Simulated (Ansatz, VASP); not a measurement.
# Si (amorphous silicon) in two plane-wave programs

Aim: how closely do two programs agree when they are given the same cell, functional and k mesh? The structure shown is the start of the Ansatz relaxation below; VASP solves that cell, so the two are compared at the walk's first step. Other levels of theory on this material are compared in a session of their own.

Calculated with Ansatz 0.2.0; plane waves, with VASP 6.6.1 beside it; single point at PBEsol.

## 1. Set-up

The cell holds 76 atoms: 76 Si. Its edges and angles: a = 11.786 Å, b = 11.551 Å, c = 11.405 Å, α = 90.0°, β = 90.0°, γ = 90.0°. As first built, before any earlier steps moved the atoms (in the runner's words): 76 atoms (76 Si) placed at random at 2.26 g/cm^3, melted at 3000 K for 8 ps at fixed volume with the modified Tersoff potential (Kumagai, Izumi, Hara and Sakai, Comput. Mater. Sci. 39, 457 (2007)). Quenched from 3000 K to 300 K at 60 K/ps and fixed volume, held 5 ps.

## 2. Ansatz: relaxation, PBEsol

Ansatz runs on its default PAW (the set named soft_2) files.

The two programs are compared at the cell with which this relaxation starts, whose forces are those of its first step.

File input.yaml:

```yaml
crystal:
  lattice:
    - [11.78644, 0.0, 0.0]
    - [0.0, 11.55136, 0.0]
    - [0.0, 0.0, 11.40461]
  atoms:
    - { symbol: Si, position: [0.19856, 0.72783, 0.538] }
    - { symbol: Si, position: [0.70113, 0.6574, 0.50524] }
    - { symbol: Si, position: [0.59216, 0.81223, 0.41999] }
    - { symbol: Si, position: [0.46731, 0.45771, 0.06029] }
    - { symbol: Si, position: [0.53354, 0.05092, 0.70683] }
    - { symbol: Si, position: [0.11308, 0.31568, 0.31888] }
    - { symbol: Si, position: [0.18571, 0.20498, 0.15941] }
    - { symbol: Si, position: [0.2681, 0.32331, 0.45496] }
    - { symbol: Si, position: [0.6026, 0.23961, 0.64845] }
    - { symbol: Si, position: [0.79681, 0.40462, 0.07116] }
    - { symbol: Si, position: [0.90866, 0.80141, 0.94488] }
    - { symbol: Si, position: [0.35661, 0.09388, 0.79316] }
    - { symbol: Si, position: [0.49412, 0.71415, 0.25632] }
    - { symbol: Si, position: [0.80414, 0.84732, 0.76768] }
    - { symbol: Si, position: [0.90465, 0.29101, 0.81316] }
    - { symbol: Si, position: [0.71108, 0.21621, 0.118] }
    - { symbol: Si, position: [0.12476, 0.47567, 0.97415] }
    - { symbol: Si, position: [0.10453, 0.85306, 0.66819] }
    - { symbol: Si, position: [0.36437, 0.77109, 0.86683] }
    - { symbol: Si, position: [0.88506, 0.74331, 0.46497] }
    - { symbol: Si, position: [0.46827, 0.56844, 0.57967] }
    - { symbol: Si, position: [0.06575, 0.16821, 0.68181] }
    - { symbol: Si, position: [0.43365, 0.98742, 0.12095] }
    - { symbol: Si, position: [0.64868, 0.53082, 0.02168] }
    - { symbol: Si, position: [0.17773, 0.34495, 0.64175] }
    - { symbol: Si, position: [0.229, 0.86656, 0.38777] }
    - { symbol: Si, position: [0.71439, 0.9445, 0.31266] }
    - { symbol: Si, position: [0.62599, 0.73189, 0.09805] }
    - { symbol: Si, position: [0.07107, 0.73637, 0.83301] }
    - { symbol: Si, position: [0.63008, 0.93829, 0.12818] }
    - { symbol: Si, position: [0.06898, 0.89059, 0.26445] }
    - { symbol: Si, position: [0.39927, 0.47342, 0.40541] }
    - { symbol: Si, position: [0.17869, 0.57974, 0.14675] }
    - { symbol: Si, position: [0.53072, 0.43497, 0.72451] }
    - { symbol: Si, position: [0.17499, 0.78402, 0.1238] }
    - { symbol: Si, position: [0.31118, 0.00971, 0.49778] }
    - { symbol: Si, position: [0.91929, 0.89957, 0.60186] }
    - { symbol: Si, position: [0.37088, 0.55331, 0.21839] }
    - { symbol: Si, position: [0.87921, 0.83129, 0.28082] }
    - { symbol: Si, position: [0.14022, 0.90385, 0.96031] }
    - { symbol: Si, position: [0.34238, 0.83893, 0.22017] }
    - { symbol: Si, position: [0.55976, 0.75969, 0.89753] }
    - { symbol: Si, position: [0.39332, 0.16805, 0.40704] }
    - { symbol: Si, position: [0.57274, 0.38985, 0.33926] }
    - { symbol: Si, position: [0.04273, 0.61585, 0.46675] }
    - { symbol: Si, position: [0.79972, 0.24358, 0.64465] }
    - { symbol: Si, position: [0.37852, 0.16291, 0.20243] }
    - { symbol: Si, position: [0.47292, 0.90807, 0.56081] }
    - { symbol: Si, position: [0.76723, 0.66067, 0.70021] }
    - { symbol: Si, position: [0.38697, 0.74719, 0.6577] }
    - { symbol: Si, position: [0.02724, 0.0773, 0.19355] }
    - { symbol: Si, position: [0.86406, 0.52908, 0.21717] }
    - { symbol: Si, position: [0.74384, 0.49309, 0.38451] }
    - { symbol: Si, position: [0.94415, 0.58492, 0.75406] }
    - { symbol: Si, position: [0.94982, 0.99639, 0.01109] }
    - { symbol: Si, position: [0.28627, 0.28367, 0.81859] }
    - { symbol: Si, position: [0.26862, 0.55642, 0.64248] }
    - { symbol: Si, position: [0.52794, 0.29397, 0.15766] }
    - { symbol: Si, position: [0.82633, 0.71101, 0.11987] }
    - { symbol: Si, position: [0.01421, 0.466, 0.60087] }
    - { symbol: Si, position: [0.92907, 0.46376, 0.91842] }
    - { symbol: Si, position: [0.58647, 0.21718, 0.44343] }
    - { symbol: Si, position: [0.33186, 0.96078, 0.94595] }
    - { symbol: Si, position: [0.9192, 0.10105, 0.55723] }
    - { symbol: Si, position: [0.1537, 0.27091, 0.96864] }
    - { symbol: Si, position: [0.20953, 0.02711, 0.67399] }
    - { symbol: Si, position: [0.01506, 0.14802, 0.88569] }
    - { symbol: Si, position: [0.23889, 0.6025, 0.8475] }
    - { symbol: Si, position: [0.74469, 0.14784, 0.32119] }
    - { symbol: Si, position: [0.38975, 0.44701, 0.86983] }
    - { symbol: Si, position: [0.05259, 0.51184, 0.28782] }
    - { symbol: Si, position: [0.74443, 0.04527, 0.00256] }
    - { symbol: Si, position: [0.86959, 0.36533, 0.49338] }
    - { symbol: Si, position: [0.63747, 0.57844, 0.82382] }
    - { symbol: Si, position: [0.64624, 0.9474, 0.84361] }
    - { symbol: Si, position: [0.9402, 0.19839, 0.37215] }
kpoints:
  mp_grid: { grid: [1, 1, 1] }
hamiltonian:
  xc: pbesol
scf:
  occupations: { method: fixed }
output:
  forces: true
  stress: true
relax:
  f_tol: 0.04
  max_steps: 60
  cell: { stress_tol: 0.1, fix: [alpha, beta, gamma] }
```

On the command line:

```
ansatz run input.yaml --threads 8 --pin off --max-ram 15360MiB --backend cpu --events-out ev --progress --plain --runs-dir out
```

Numbers of over 12 decimals in the logs are rounded to 6 here.

Output:

```text
The last accepted step is kept in <dir> (removed where the run ends without a failure and the disk answers)
Engine: ansatz 0.2.0, x86_64-unknown-linux-gnu
Pseudopotentials: kind: paw
Pseudopotential: Si, paw, valence charge 4, recommended cutoff 420 eV (normal), Si.paw.azcp
Functional definition: PBEsol
  exchange = pbesol_x
  correlation = pbesol_c
Crystal: 76 atoms, lattice volume = 1552.731 Å³
Basis set: ecut = 420 eV, 30335 PW (Γ), exchange–correlation on 160×160×160 points (8 copies of the dense FFT grid, shifted against one another)
Bands: 228, of which v1, the nominal top of the filled ones, is band 152 counted from 1 (151 counted from 0)
Symmetry: 1 space group operations
Space group: P1 (ITA 1), of the structure as read, at distance tolerance 1.2e-4 Å
k-points: 1
Non-local potential: Si, projectors of the file, l = 0: 2, l = 1: 2, l = 2: 2
PAW form: soft (Blöchl's): semilocal exchange-correlation on the pseudo side does not see the compensation charge
PAW frozen core: Si, regenerated for the run's functional, and the local potential with it (the file was generated under x = pbe(κ = 0.804, μ = 0.219515), c = pbe(β = 0.066725))
PAW one-centre angular grid: Si, 110 points (default); XC on 64 Gauss nodes
Initial density: superposition of atomic densities (neutral atoms: chi_scale 0, normalization atom), corrected by the library's trained network
Initial wavefunctions: pseudopotential atomic-orbital guess
Functional: x = pbesol(κ = 0.804, μ = 0.123457), c = pbesol(β = 0.046)
SCF iter   1: F=—  HF=-47215.893117 eV  |F-HF|=—  |Δ(HF+E_count)|=         —  Δρ=4.08e-3  dr2=6.41e-1  ethr=1.77e-3  ⟨swp⟩=5.0  Hψ=790  notcnv=0  defer=73
preconditioner: auto → Resta (q_TF=auto, 2.079 Å⁻¹)  ε∞=5.7  [insulator: Δε(μ)=0.280 eV  Ē_g=7.550 eV  n_scr=250 (ndim 8)  ℏωp=16.4 eV  f_vac=0.003  ε∞_Penn≈5.7]
SCF iter   2: F=—  HF=-47215.797455 eV  |F-HF|=—  |Δ(HF+E_count)|=   9.57e-2  Δρ=2.12e-3  dr2=9.84e-2  ethr=2.11e-4  ⟨swp⟩=1.0  Hψ=236  notcnv=0  defer=74
SCF iter   3: F=—  HF=-47215.781164 eV  |F-HF|=—  |Δ(HF+E_count)|=   1.63e-2  Δρ=7.57e-4  dr2=2.00e-2  ethr=3.24e-5  ⟨swp⟩=4.0  Hψ=308  notcnv=0  defer=41
automatic band count: iteration 3 solves 195 bands in place of 228: the levels show a gap, and the empty bands left out lie too high to hold charge; the band table lists the bands solved (type scf.n_extra_bands for more)
SCF iter   4: F=—  HF=-47215.779341 eV  |F-HF|=—  |Δ(HF+E_count)|=   1.82e-3  Δρ=2.05e-4  dr2=2.30e-3  ethr=6.59e-6  ⟨swp⟩=2.0  Hψ=220  notcnv=0  defer=41
SCF iter   5: F=—  HF=-47215.779369 eV  |F-HF|=—  |Δ(HF+E_count)|=   2.80e-5  Δρ=8.21e-5  dr2=5.31e-4  ethr=7.58e-7  ⟨swp⟩=2.0  Hψ=236  notcnv=0  defer=41
SCF iter   6: F=—  HF=-47215.779407 eV  |F-HF|=—  |Δ(HF+E_count)|=   3.81e-5  Δρ=3.78e-5  dr2=1.07e-4  ethr=1.75e-7  ⟨swp⟩=2.0  Hψ=226  notcnv=0  defer=39
SCF iter   7: F=—  HF=-47215.779409 eV  |F-HF|=—  |Δ(HF+E_count)|=   1.77e-6  Δρ=1.41e-5  dr2=8.94e-6  ethr=3.52e-8  ⟨swp⟩=2.0  Hψ=211  notcnv=0  defer=39
SCF iter   8: F=—  HF=-47215.779449 eV  |F-HF|=—  |Δ(HF+E_count)|=   4.03e-5  Δρ=5.31e-6  dr2=1.87e-6  ethr=2.94e-9  ⟨swp⟩=2.0  Hψ=333  notcnv=0  defer=39
SCF iter   9: F=—  HF=-47215.779450 eV  |F-HF|=—  |Δ(HF+E_count)|=   7.56e-7  Δρ=1.97e-6  dr2=2.51e-7  ethr=6.14e-10  ⟨swp⟩=2.0  Hψ=242  notcnv=0  defer=39
SCF iter  10: F=-47215.779450 eV  HF=-47215.779450 eV  |F-HF|=1.21e-8  |Δ(HF+E_count)|=   1.65e-7  Δρ=8.72e-7  dr2=6.74e-8  ethr=3.29e-11  ⟨swp⟩=5.0  Hψ=619  notcnv=0
SCF 1 converged in 10 iterations: F = -47215.779450 eV  dr2 = 6.74e-8
  greatest PAW one-centre occupation: 0.685 electrons in one spin orbital (limit 2), on the Si atom at site 39 (counted from 0), in its partial waves of l = 0
relax step   1: F+E_penalty+E_count = -47215.77945003 eV  Δ(F+E_penalty+E_count) = +0.000e0 eV  max|allowed force component| = 5.203e-2 eV/Å  Δτ_max = 0.0000 Å  P = -1.840 GPa  Ω = 1552.731 Å³  fix = [alpha, beta, gamma]  reactions: alpha +1.162, beta -0.470, gamma +0.540 GPa/rad  (10 SCF iters, dr2 threshold 1.00e-7 eV, accepted)
Crystal: 76 atoms, lattice volume = 1518.318 Å³
Basis set: ecut = 420 eV, 29665 PW (Γ), exchange–correlation on 160×160×160 points (8 copies of the dense FFT grid, shifted against one another)
Initial density: handed on by an earlier stage of this run
Initial wavefunctions: those handed on with the density
iter 1 solved again at ethr=1.58e-5 eV; its pass at ethr=3.10e-3 eV (dr2=4.80e-2 eV) is discarded
SCF iter   1: F=—  HF=-47216.041053 eV  |F-HF|=—  |Δ(HF+E_count)|=         —  Δρ=1.63e-3  dr2=4.90e-2  ethr=1.58e-5  ⟨swp⟩=2.0  Hψ=729  notcnv=0  defer=41
automatic band count: iteration 1 solves 195 bands in place of 228: the levels show a gap, and the empty bands left out lie too high to hold charge; the band table lists the bands solved (type scf.n_extra_bands for more)
[...]
atom  42  Si    -0.00053179     0.00290081     0.00154323
  atom  43  Si    -0.00447820     0.00498970    -0.00420863
  atom  44  Si    -0.00553331    -0.00406598    -0.00562654
  atom  45  Si     0.00809021    -0.00136671    -0.00376666
  atom  46  Si    -0.00293333    -0.00219144    -0.00127911
  atom  47  Si     0.00467657    -0.00436573    -0.00156545
  atom  48  Si    -0.00112268    -0.00942016     0.00432727
  atom  49  Si    -0.00471313     0.00019392     0.00777370
  atom  50  Si    -0.01015535    -0.00256020     0.00422746
  atom  51  Si    -0.00131807     0.00132188    -0.00062255
  atom  52  Si    -0.00088113     0.00116649    -0.00253249
  atom  53  Si     0.00097713    -0.00566680    -0.00283720
  atom  54  Si    -0.00358909     0.00221154     0.00447261
  atom  55  Si    -0.00650291     0.00275665    -0.00055472
  atom  56  Si     0.00241856    -0.00403389    -0.00513520
  atom  57  Si    -0.01025826     0.00558665    -0.00034070
  atom  58  Si     0.00216863     0.00011099    -0.00354105
  atom  59  Si     0.00372738     0.00044143     0.00069312
  atom  60  Si     0.00462345     0.00231775     0.00018357
  atom  61  Si    -0.00439996    -0.00382684     0.00287651
  atom  62  Si     0.00073079     0.00391165     0.00097134
  atom  63  Si     0.00622323     0.00190327    -0.00038122
  atom  64  Si     0.00413419     0.00007645    -0.00526757
  atom  65  Si    -0.00153900    -0.00427074     0.00715496
[...]
atom  69  Si     0.00187221    -0.00213149    -0.00355329
  atom  70  Si     0.00283490     0.00027729     0.00892964
  atom  71  Si     0.00442802     0.00460073     0.00080121
  atom  72  Si    -0.00129245    -0.00454790     0.00577151
  atom  73  Si    -0.00043505    -0.00009131     0.00233108
  atom  74  Si    -0.00885008     0.00040807     0.00789354
  atom  75  Si     0.00138095    -0.00432714    -0.00030592
  atom  76  Si    -0.00202500    -0.00093408     0.00611144
  max |Σ_I F_I| component: 6.59e-6 eV/Å
--- Stress (GPa, compression-positive) ---
       -0.006784      -0.449800       0.196129
       -0.449800      -0.001664      -0.806087
        0.196129      -0.806087       0.013517
  P = ⅓ Tr σ = 0.0017 GPa (0.017 kbar)
--- Relaxed structure (13 steps of the walk, 12 accepted, 1 SCFs on fresh bases) ---
  F+E_penalty+E_count = -47216.20314874 eV   max|allowed force component| = 1.429e-2 eV/Å   (the final SCF, on the basis selected at the relaxed cell)
  cell:  # Å, volume = 1502.1368 Å³
    - [11.755791, 0, 0]
    - [0, 11.321884, 0]
    - [0, 0, 11.285971]
  atoms:
    - { symbol: Si, position: [0.199737, 0.729922, 0.539787] }
    - { symbol: Si, position: [0.690909, 0.655637, 0.511000] }
    - { symbol: Si, position: [0.588224, 0.813253, 0.419026] }
    - { symbol: Si, position: [0.469233, 0.467672, 0.054742] }
    - { symbol: Si, position: [0.537594, 0.051146, 0.697050] }
    - { symbol: Si, position: [0.116713, 0.318424, 0.322111] }
    - { symbol: Si, position: [0.184493, 0.206082, 0.160937] }
    - { symbol: Si, position: [0.274860, 0.332336, 0.451526] }
    - { symbol: Si, position: [0.608061, 0.242093, 0.647125] }
    - { symbol: Si, position: [0.800452, 0.399398, 0.073592] }
    - { symbol: Si, position: [0.911907, 0.806625, 0.951604] }
    - { symbol: Si, position: [0.364774, 0.094169, 0.787774] }
    - { symbol: Si, position: [0.492409, 0.714171, 0.256201] }
    - { symbol: Si, position: [0.808225, 0.849275, 0.773607] }
    - { symbol: Si, position: [0.924297, 0.259445, 0.811799] }
    - { symbol: Si, position: [0.703171, 0.218812, 0.122075] }
    - { symbol: Si, position: [0.126137, 0.464253, 0.971401] }
    - { symbol: Si, position: [0.103625, 0.850933, 0.675370] }
    - { symbol: Si, position: [0.361426, 0.766827, 0.876173] }
    - { symbol: Si, position: [0.882962, 0.737132, 0.468766] }
    - { symbol: Si, position: [0.478587, 0.576878, 0.579047] }
    - { symbol: Si, position: [0.062945, 0.176398, 0.672657] }
    - { symbol: Si, position: [0.432295, 0.990808, 0.126062] }
    - { symbol: Si, position: [0.655896, 0.530840, 0.020594] }
[...]
- { symbol: Si, position: [0.741871, 0.151444, 0.323070] }
    - { symbol: Si, position: [0.390191, 0.450441, 0.865646] }
    - { symbol: Si, position: [0.054721, 0.515232, 0.286857] }
    - { symbol: Si, position: [0.727906, 0.052103, 0.000160819] }
    - { symbol: Si, position: [0.869350, 0.364046, 0.493076] }
    - { symbol: Si, position: [0.640041, 0.575546, 0.822003] }
    - { symbol: Si, position: [0.642018, 0.944664, 0.839617] }
    - { symbol: Si, position: [0.940798, 0.203070, 0.368111] }
```

Reading the cycles: dr2 is the Hartree energy of the density residual (eV), the measure of convergence; HF is the Harris–Foulkes estimate of the energy, which meets the free energy F at convergence.

(Part 1 of 2 ends here.)

[Lines on the potential files, build, host, timing and source positions are cut from VASP's logs without a mark.]

[Logs are printed without paths, hosts, clocks, repeated set-up lines and the standing remarks that a program may print on its own settings, such as how far it seeks lower states.]

[Hosts, paths, dates, database ids (printed as entryN), source tags and the programs' standing remarks are cut or masked in the printed files.]
